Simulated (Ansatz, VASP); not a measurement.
# AlN in two plane-wave programs, part 2 of 2

One calculation is typed for both programs; each brings its own data sets. How far apart do they land? The cell is taken from a series of runs on this material, whose earlier steps may have relaxed, scaled, displaced or heated it; both programs get it as it stands.

VASP 6.6.1 and Ansatz 0.2.0.

So far: Set-up; Ansatz: dielectric response, PBE.

### Step 3. VASP: dielectric response, PBE

Level of this step: PBE; plane waves and PAW (Al, N) (VASP).

The same cell, functional and mesh now go to VASP, with its own data sets.

Lines of VASP's logs that name or quote its potential files are left out, and so is its time.

Input file INCAR:

```
SYSTEM = AlN
PREC = Accurate
ENCUT = 520
EDIFF = 1E-08
NELM = 120
ISMEAR = 0
SIGMA = 0.01
LREAL = .FALSE.
ALGO = Normal
GGA = PE
NBANDS = 24
LORBIT = 11
LWAVE = .FALSE.
LCHARG = .FALSE.
ISIF = 2
LEPSILON = .TRUE.
LASPH = .TRUE.
GGA_COMPAT = .FALSE.
EFERMI = MIDGAP
KPAR = 2
```

Input file POSCAR:

```
AlN
1.0
    3.1202290047      0.0000000000      0.0000000000
   -1.5601145023      2.7021975837      0.0000000000
    0.0000000000      0.0000000000     10.1102215084
Al N
4 4
Direct
    0.0000000000      0.0000000000      0.9987499882
    0.3333333333      0.6666666667      0.2498254965
    0.0000000000      0.0000000000      0.4987499882
    0.6666666667      0.3333333333      0.7498254965
    0.0000000000      0.0000000000      0.1882176634
    0.3333333333      0.6666666667      0.4382068519
    0.0000000000      0.0000000000      0.6882176634
    0.6666666667      0.3333333333      0.9382068519
```

Input file KPOINTS:

```
Automatic mesh
0
Gamma
9 9 2
0 0 0
```

The projector-augmented-wave data sets are Al and N (PBE family, release 64).

Started as:

```
$ mpirun -np 2 vasp_std
```

Numbers of over 12 decimals in the logs are rounded to 6 here.

The log of the run:

```text
[banner, memory and clock lines left out]
running    2 mpi-ranks, on    1 nodes
 distrk:  each k-point on    1 cores,    2 groups
 distr:  one band on    1 cores,    1 groups

 POSCAR found type information on POSCAR AlN
 POSCAR found :  2 types and       8 ions
 LDA part: xc-table for (Slater+PW92), standard interpolation
 POSCAR, INCAR and KPOINTS ok, starting setup
 FFT: planning ... GRIDC
 FFT: planning ... GRID_SOFT
 FFT: planning ... GRID
 WAVECAR not read
 entering main loop
       N       E                     dE             d eps       ncg     rms          rms(c)
DAV:   1     0.112318781800E+03    0.11232E+03   -0.14642E+04  1160   0.118E+03
DAV:   2    -0.592030296083E+02   -0.17152E+03   -0.16011E+03  1592   0.237E+02
DAV:   3    -0.687279278239E+02   -0.95249E+01   -0.94730E+01  1536   0.584E+01
DAV:   4    -0.688209379865E+02   -0.93010E-01   -0.92984E-01  1424   0.663E+00
DAV:   5    -0.688224089518E+02   -0.14710E-02   -0.14708E-02  1528   0.830E-01    0.170E+01
DAV:   6    -0.594546653771E+02    0.93677E+01   -0.34430E+01  1440   0.315E+01    0.593E+00
DAV:   7    -0.594974997606E+02   -0.42834E-01   -0.12770E+00  1304   0.629E+00    0.412E+00
DAV:   8    -0.594772172183E+02    0.20283E-01   -0.13159E-01  1448   0.271E+00    0.603E-01
DAV:   9    -0.594702803854E+02    0.69368E-02   -0.30641E-02  1512   0.932E-01    0.310E-01
DAV:  10    -0.594714660922E+02   -0.11857E-02   -0.52897E-03  1480   0.394E-01    0.158E-01
DAV:  11    -0.594713138407E+02    0.15225E-03   -0.65809E-04  1448   0.158E-01    0.373E-02
DAV:  12    -0.594713238210E+02   -0.99803E-05   -0.38186E-05  1424   0.434E-02    0.230E-02
DAV:  13    -0.594713216175E+02    0.22035E-05   -0.88051E-06  1496   0.177E-02    0.901E-03
DAV:  14    -0.594713216090E+02    0.84133E-08   -0.29777E-06  1360   0.110E-02    0.403E-03
DAV:  15    -0.594713216556E+02   -0.46587E-07   -0.65430E-08  1440   0.182E-03    0.201E-03
DAV:  16    -0.594713216931E+02   -0.37499E-07   -0.21348E-08  1216   0.930E-04    0.527E-04
DAV:  17    -0.594713217084E+02   -0.15266E-07   -0.16307E-08   784   0.773E-04    0.170E-04
DAV:  18    -0.594713217063E+02    0.21448E-08   -0.11234E-09   760   0.334E-04
   1 F= -.59471322E+02 E0= -.59471322E+02  d E =0.000000E+00
 Linear response reoptimize wavefunctions to high precision
DAV:   1    -0.594713217069E+02   -0.64438E-09   -0.19742E-10   760   0.104E-04
DAV:   2    -0.594713217070E+02   -0.10050E-09   -0.44856E-11   736   0.538E-05
DAV:   3    -0.594713217069E+02    0.86629E-10   -0.61138E-12   680   0.158E-05
 Linear response G [H, r] |phi>, progress :
  Direction:   1
       N       E                     dE             d eps       ncg     rms
RMM:   1    -0.124262606659E+03   -0.12426E+03    0.18460E+02  2752   0.846E+01
RMM:   2    -0.108400995347E+03    0.15862E+02   -0.76679E+00  1958   0.181E+01
RMM:   3    -0.108514814734E+03   -0.11382E+00   -0.11243E-01  2084   0.218E+00
RMM:   4    -0.108518992060E+03   -0.41773E-02   -0.25976E-03  2156   0.358E-01
RMM:   5    -0.108519071002E+03   -0.78942E-04   -0.84548E-05  2188   0.584E-02
RMM:   6    -0.108519076072E+03   -0.50694E-05   -0.42407E-06  2223   0.117E-02
RMM:   7    -0.108519076073E+03   -0.12050E-08    0.11166E-07  2229   0.219E-03
RMM:   8    -0.108519076018E+03    0.54836E-07    0.11766E-05  2181   0.656E-04
RMM:   9    -0.108519076106E+03   -0.88096E-07    0.77094E-06  1762   0.355E-04
RMM:  10    -0.108519076143E+03   -0.37171E-07    0.12906E-05  1308   0.305E-04
RMM:  11    -0.108519076152E+03   -0.90868E-08    0.54369E-06  1237   0.302E-04
RMM:  12    -0.108519076159E+03   -0.63961E-08    0.76597E-06  1231   0.300E-04
RMM:  13    -0.108519076168E+03   -0.89768E-08    0.59254E-06  1216   0.299E-04
 Linear response G [H, r] |phi>, progress :
  Direction:   2
       N       E                     dE             d eps       ncg     rms
RMM:   1    -0.134019174827E+03   -0.13402E+03    0.33851E+01  2615   0.837E+01
RMM:   2    -0.124812691159E+03    0.92065E+01   -0.64675E+00  1956   0.169E+01
RMM:   3    -0.124909344391E+03   -0.96653E-01   -0.91996E-02  2047   0.197E+00
RMM:   4    -0.124912474036E+03   -0.31296E-02   -0.21956E-03  2147   0.325E-01
RMM:   5    -0.124912534554E+03   -0.60518E-04   -0.75973E-05  2184   0.508E-02
RMM:   6    -0.124912537005E+03   -0.24506E-05   -0.27630E-06  2221   0.998E-03
RMM:   7    -0.124912537442E+03   -0.43700E-06   -0.40576E-06  2231   0.191E-03
RMM:   8    -0.124912537277E+03    0.16502E-06   -0.90295E-06  2170   0.647E-04
RMM:   9    -0.124912537302E+03   -0.24970E-07   -0.17518E-05  1679   0.414E-04
RMM:  10    -0.124912537275E+03    0.26527E-07   -0.26340E-05  1285   0.378E-04
RMM:  11    -0.124912537263E+03    0.12983E-07   -0.16208E-05  1249   0.377E-04
RMM:  12    -0.124912537205E+03    0.57316E-07   -0.28272E-05  1239   0.377E-04
 Linear response G [H, r] |phi>, progress :
  Direction:   3
       N       E                     dE             d eps       ncg     rms
RMM:   1    -0.141720454451E+03   -0.14172E+03    0.62903E+01  2692   0.848E+01
RMM:   2    -0.116671220253E+03    0.25049E+02   -0.87655E+00  1944   0.190E+01
RMM:   3    -0.116801474435E+03   -0.13025E+00   -0.10628E-01  2062   0.222E+00
RMM:   4    -0.116806633375E+03   -0.51589E-02   -0.34577E-03  2116   0.357E-01
RMM:   5    -0.116806705428E+03   -0.72052E-04   -0.71599E-04  2134   0.600E-02
[...]
RMM:  10    -0.116806684519E+03    0.23510E-05   -0.39659E-04  1307   0.761E-04
RMM:  11    -0.116806688133E+03   -0.36140E-05   -0.42221E-04  1212   0.756E-04
RMM:  12    -0.116806685319E+03    0.28140E-05   -0.35051E-04  1199   0.754E-04
 Linear response to external field (no local field effect), progress :
  Direction:   1
       N       E                     dE             d eps       ncg     rms          rms(c)
RMM:   1    -0.705398634472E+00   -0.70540E+00   -0.23360E+00  2224   0.358E+00
RMM:   2    -0.729101911756E+00   -0.23703E-01   -0.11977E-02  2003   0.540E-01
RMM:   3    -0.729369446815E+00   -0.26754E-03   -0.23766E-04  2051   0.650E-02
RMM:   4    -0.729375960788E+00   -0.65140E-05   -0.82385E-06  2080   0.107E-02
RMM:   5    -0.729376159190E+00   -0.19840E-06   -0.25638E-07  2103   0.192E-03
RMM:   6    -0.729376165045E+00   -0.58544E-08   -0.14190E-08  1912   0.360E-04
 change of polarisation eV/A/(eV/A) component  1 :     1.459    -0.477    -0.000
 dielectric tensor                  component  1 :     4.097    -1.012    -0.000
 Linear response to external field (no local field effect), progress :
  Direction:   2
       N       E                     dE             d eps       ncg     rms          rms(c)
RMM:   1    -0.986883349761E+00   -0.98688E+00   -0.36190E+00  2196   0.386E+00
RMM:   2    -0.101404234584E+01   -0.27159E-01   -0.15909E-02  1972   0.574E-01
RMM:   3    -0.101437236238E+01   -0.33002E-03   -0.32137E-04  2035   0.704E-02
RMM:   4    -0.101438106924E+01   -0.87069E-05   -0.11421E-05  2080   0.115E-02
RMM:   5    -0.101438133849E+01   -0.26925E-06   -0.36703E-07  2082   0.208E-03
RMM:   6    -0.101438134688E+01   -0.83866E-08   -0.22155E-08  1874   0.388E-04
 change of polarisation eV/A/(eV/A) component  2 :    -0.477     2.029     0.000
 dielectric tensor                  component  2 :    -1.012     5.307     0.000
 Linear response to external field (no local field effect), progress :
  Direction:   3
       N       E                     dE             d eps       ncg     rms          rms(c)
RMM:   1    -0.875763724969E+00   -0.87576E+00   -0.32093E+00  2227   0.363E+00
RMM:   2    -0.901236711227E+00   -0.25473E-01   -0.14214E-02  1993   0.529E-01
RMM:   3    -0.901530231671E+00   -0.29352E-03   -0.27942E-04  2050   0.631E-02
RMM:   4    -0.901537803497E+00   -0.75718E-05   -0.10320E-05  2072   0.103E-02
RMM:   5    -0.901538042411E+00   -0.23891E-06   -0.32912E-07  2088   0.183E-03
RMM:   6    -0.901538049726E+00   -0.73148E-08   -0.19470E-08  1871   0.348E-04
 change of polarisation eV/A/(eV/A) component  3 :     0.000    -0.000     1.803
 dielectric tensor                  component  3 :     0.000    -0.000     4.828
 Linear response to external field, progress :
  Direction:   1
       N       E                     dE             d eps       ncg     rms          rms(c)
RMM:   1    -0.846854574110E+00   -0.84685E+00   -0.29847E+00  4534   0.369E+00
RMM:   2    -0.871572940317E+00   -0.24718E-01   -0.13908E-02  4129   0.547E-01    0.139E+00
RMM:   3    -0.859389872044E+00    0.12183E-01   -0.17246E-02  4157   0.662E-01    0.845E-01
RMM:   4    -0.914842032450E+00   -0.55452E-01   -0.27059E-02  4185   0.861E-01    0.123E-01
RMM:   5    -0.921553610030E+00   -0.67116E-02   -0.63220E-04  4222   0.150E-01    0.189E-02
RMM:   6    -0.922537021630E+00   -0.98341E-03   -0.12146E-05  4396   0.223E-02    0.885E-03
RMM:   7    -0.923273615668E+00   -0.73659E-03   -0.38533E-06  4274   0.129E-02    0.893E-04
RMM:   8    -0.923291799842E+00   -0.18184E-04   -0.19657E-08  4477   0.110E-03    0.303E-04
RMM:   9    -0.923291107999E+00    0.69184E-06    0.31873E-07  4448   0.577E-04    0.503E-05
RMM:  10    -0.923290424960E+00    0.68304E-06    0.17431E-07  3644   0.943E-05    0.840E-06
 change of polarisation eV/A/(eV/A) component  1 :     1.677    -0.244    -0.000
 dielectric tensor                  component  1 :     4.559    -0.517    -0.000
 Linear response to external field, progress :
  Direction:   2
       N       E                     dE             d eps       ncg     rms          rms(c)
RMM:   1    -0.847367420017E+00   -0.84737E+00   -0.29898E+00  4618   0.366E+00
RMM:   2    -0.871584099450E+00   -0.24217E-01   -0.13838E-02  4157   0.543E-01    0.139E+00
RMM:   3    -0.859411912436E+00    0.12172E-01   -0.17270E-02  4189   0.661E-01    0.845E-01
RMM:   4    -0.914871061130E+00   -0.55459E-01   -0.27086E-02  4224   0.860E-01    0.123E-01
RMM:   5    -0.921517061934E+00   -0.66460E-02   -0.63731E-04  4285   0.149E-01    0.191E-02
RMM:   6    -0.922544335210E+00   -0.10273E-02   -0.12635E-05  4433   0.225E-02    0.886E-03
RMM:   7    -0.923274312150E+00   -0.72998E-03   -0.38794E-06  4334   0.128E-02    0.840E-04
RMM:   8    -0.923291472444E+00   -0.17160E-04   -0.98591E-08  4501   0.109E-03    0.304E-04
RMM:   9    -0.923291109822E+00    0.36262E-06   -0.27663E-07  4459   0.559E-04    0.583E-05
RMM:  10    -0.923290454286E+00    0.65554E-06    0.10607E-07  3724   0.103E-04    0.938E-06
 change of polarisation eV/A/(eV/A) component  2 :    -0.243     1.677    -0.000
 dielectric tensor                  component  2 :    -0.516     4.559    -0.000
 Linear response to external field, progress :
  Direction:   3
       N       E                     dE             d eps       ncg     rms          rms(c)
RMM:   1    -0.875763724969E+00   -0.87576E+00   -0.32093E+00  2227   0.363E+00
RMM:   2    -0.901236771660E+00   -0.25473E-01   -0.14215E-02  1993   0.529E-01    0.140E+00
RMM:   3    -0.890483588168E+00    0.10753E-01   -0.15820E-02  1969   0.646E-01    0.854E-01
RMM:   4    -0.947178777528E+00   -0.56695E-01   -0.25482E-02  1994   0.845E-01    0.120E-01
RMM:   5    -0.953333139416E+00   -0.61544E-02   -0.55765E-04  2047   0.137E-01    0.255E-02
RMM:   6    -0.954681283598E+00   -0.13481E-02   -0.24162E-05  2119   0.291E-02    0.100E-02
RMM:   7    -0.955342493439E+00   -0.66121E-03   -0.32673E-06  2057   0.116E-02    0.183E-03
RMM:   8    -0.955532135086E+00   -0.18964E-03   -0.21014E-07  2141   0.297E-03    0.345E-04
RMM:   9    -0.955542439193E+00   -0.10304E-04    0.50703E-09  2157   0.593E-04    0.157E-04
RMM:  10    -0.955540094728E+00    0.23445E-05    0.16090E-07  1892   0.206E-04    0.333E-05
RMM:  11    -0.955539740397E+00    0.35433E-06    0.11511E-07  1601   0.809E-05    0.744E-06
 change of polarisation eV/A/(eV/A) component  3 :     0.000    -0.000     1.739
 dielectric tensor                  component  3 :     0.000    -0.000     4.693
 Born effective charges drift removed
```

Parts of OUTCAR (step 3):

```text
ion  position               nearest neighbor table
   1  0.000  0.000  0.999-   8 1.90   8 1.90   8 1.90   5 1.92   4 3.09   4 3.09   4 3.09   2 3.11
                             2 3.11   2 3.11
   2  0.333  0.667  0.250-   6 1.90   5 1.91   5 1.91   5 1.91   3 3.09   3 3.09   3 3.09   1 3.11
                             1 3.11   1 3.11
   3  0.000  0.000  0.499-   6 1.90   6 1.90   6 1.90   7 1.92   2 3.09   2 3.09   2 3.09   4 3.11
                             4 3.11   4 3.11
   4  0.667  0.333  0.750-   8 1.90   7 1.91   7 1.91   7 1.91   1 3.09   1 3.09   1 3.09   3 3.11
                             3 3.11   3 3.11
   5  0.000  0.000  0.188-   2 1.91   2 1.91   2 1.91   1 1.92
   6  0.333  0.667  0.438-   3 1.90   3 1.90   3 1.90   2 1.90
   7  0.000  0.000  0.688-   4 1.91   4 1.91   4 1.91   3 1.92
   8  0.667  0.333  0.938-   1 1.90   1 1.90   1 1.90   4 1.90

  LATTYP: Found a hexagonal cell.
 ALAT       =     3.1202290047
 C/A-ratio  =     3.2402177831

 Subroutine GETGRP returns: Found 12 space group operations
 (whereof  6 operations were pure point group operations)

The static configuration has the point symmetry C_3v.
 The point group associated with its full space group is C_6v.

 Found     24 irreducible k-points:

   k-points           NKPTS =     24   k-points in BZ     NKDIM =     24   number of bands    NBANDS=     24

   dimension x,y,z NGX =    24 NGY =   24 NGZ =   80
   dimension x,y,z NGXF=    48 NGYF=   48 NGZF=  160

   ENCUT  =  520.0 eV  38.22 Ry    6.18 a.u.   5.80  5.80 18.80*2*pi/ulx,y,z

   NELECT =      32.0000    total number of electrons

 k-points in reciprocal lattice and weights: Automatic mesh
   0.00000000  0.00000000  0.00000000       0.006
   0.11111111 -0.00000000  0.00000000       0.037
   0.22222222 -0.00000000  0.00000000       0.037
   0.33333333 -0.00000000  0.00000000       0.037
   0.44444444 -0.00000000  0.00000000       0.037
   0.11111111  0.11111111  0.00000000       0.037
   0.22222222  0.11111111  0.00000000       0.074
   0.33333333  0.11111111  0.00000000       0.074
   0.44444444  0.11111111  0.00000000       0.037
[...]
0.33333333  0.22222222  0.50000000       0.074
   0.33333333  0.33333333  0.50000000       0.012

 average (electrostatic) potential at core
       1 -71.9284       2 -71.9391       3 -71.9284       4 -71.9391       5 -60.2086
       6 -60.1418       7 -60.2086       8 -60.1418

  Total       -0.0973368     -0.0973368     -0.0944015     -0.0000000      0.0000000      0.0000000
  in kB       -1.8294621     -1.8294621     -1.7742928     -0.0000000      0.0000000      0.0000000
  external PRESSURE =      -1.8110723 kB  Pullay stress =       0.0000000 kB

  energy-cutoff  :      520.00
  volume of cell :       85.24
      direct lattice vectors                 reciprocal lattice vectors
     3.120229005  0.000000000  0.000000000     0.320489297  0.185034582  0.000000000
    -1.560114502  2.702197584  0.000000000     0.000000000  0.370069164  0.000000000
     0.000000000  0.000000000 10.110221508     0.000000000  0.000000000  0.098909801

 POSITION                                       TOTAL-FORCE (eV/Angst)
 -----------------------------------------------------------------------------------
      0.00000      0.00000     10.09758        -0.000000     -0.000000      0.001036
     -0.00000      1.80147      2.52579        -0.000000     -0.000000      0.001641
      0.00000      0.00000      5.04247         0.000000     -0.000000      0.001036
      1.56011      0.90073      7.58090         0.000000     -0.000000      0.001641
      0.00000      0.00000      1.90292         0.000000     -0.000000     -0.001393
     -0.00000      1.80147      4.43037        -0.000000      0.000000     -0.001284
      0.00000      0.00000      6.95803        -0.000000     -0.000000     -0.001393
      1.56011      0.90073      9.48548         0.000000     -0.000000     -0.001284
 -----------------------------------------------------------------------------------
    total drift:                               -0.000000     -0.000000      0.001553

 MACROSCOPIC STATIC DIELECTRIC TENSOR (including local field effects in DFT)
 ------------------------------------------------------
           4.559049     0.000000     0.000000
           0.000000     4.559049     0.000000
           0.000000    -0.000000     4.692546
 ------------------------------------------------------

 PIEZOELECTRIC TENSOR (including local field effects)  for field in x, y, z        (C/m^2)
          XX          YY          ZZ          XY          YZ          ZX
  --------------------------------------------------------------------------------
  x     0.00000     0.00000     0.00000    -0.00000     0.00000     0.35712
  y     0.00000    -0.00000     0.00000     0.00000     0.35712     0.00000
  z     0.32049     0.32049    -0.58543     0.00000     0.00000     0.00000

 BORN EFFECTIVE CHARGES (including local field effects) (in |e|, cummulative output)
 ---------------------------------------------------------------------------------
 ion    1
    1     2.51406     0.00000     0.00000
    2     0.00000     2.51406     0.00000
    3     0.00000     0.00000     2.70923
 ion    2
    1     2.54120     0.00000     0.00000
    2     0.00000     2.54120     0.00000
    3     0.00000     0.00000     2.49463
 ion    3
    1     2.51406     0.00000     0.00000
    2     0.00000     2.51406     0.00000
    3    -0.00000     0.00000     2.70923
 ion    4
    1     2.54120     0.00000     0.00000
    2     0.00000     2.54120     0.00000
    3    -0.00000     0.00000     2.49463
 ion    5
    1    -2.51673    -0.00000     0.00000
    2    -0.00000    -2.51673    -0.00000
    3    -0.00000     0.00000    -2.62399
 ion    6
    1    -2.53853    -0.00000    -0.00000
    2    -0.00000    -2.53853     0.00000
    3     0.00000    -0.00000    -2.57987
 ion    7
    1    -2.51673    -0.00000     0.00000
    2    -0.00000    -2.51673     0.00000
    3     0.00000    -0.00000    -2.62399
 ion    8
    1    -2.53853    -0.00000     0.00000
    2    -0.00000    -2.53853     0.00000
    3     0.00000     0.00000    -2.57987
```

### Step 4. Side by side

Known differences besides the potentials themselves: fixed occupations in Ansatz, narrow Gaussian smearing in VASP; VASP's response is taken on the typed mesh, Ansatz refines its own for the field response alone; the cutoff is 420 eV in Ansatz and 520 eV in VASP. Total energies have different zeros and are not compared.

The two programs side by side:

```
                                     quantity  Ansatz   VASP  difference
                                        ε∞ xx    4.56   4.56     +0.01 %
                                        ε∞ yy    4.56   4.56     +0.01 %
                                        ε∞ zz    4.68   4.69     -0.26 %
Born charge of Al1 (mean of the diagonal) (e)    2.59   2.58       +0.01
 Born charge of N5 (mean of the diagonal) (e)   -2.56  -2.55       -0.01
```

### Step 5. What came out

| Quantity | Value |
| --- | --- |
| difference in ε∞ zz (dielectric response, PBE) | -0.26 % |

In words: The difference in ε∞ zz is -0.26 % (dielectric response, PBE), within the 5 % picked in this series as the mark of a large difference. How closely two codes agree says nothing of how well the functional describes the real material.

[Lines on the potential files, build, host, timing and source positions are cut from VASP's logs without a mark.]

[Logs are printed without paths, hosts, clocks, repeated set-up lines and the standing remarks that a program may print on its own settings, such as how far it seeks lower states.]

[Hosts, paths, dates, database ids (printed as entryN), source tags and the programs' standing remarks are cut or masked in the printed files.]
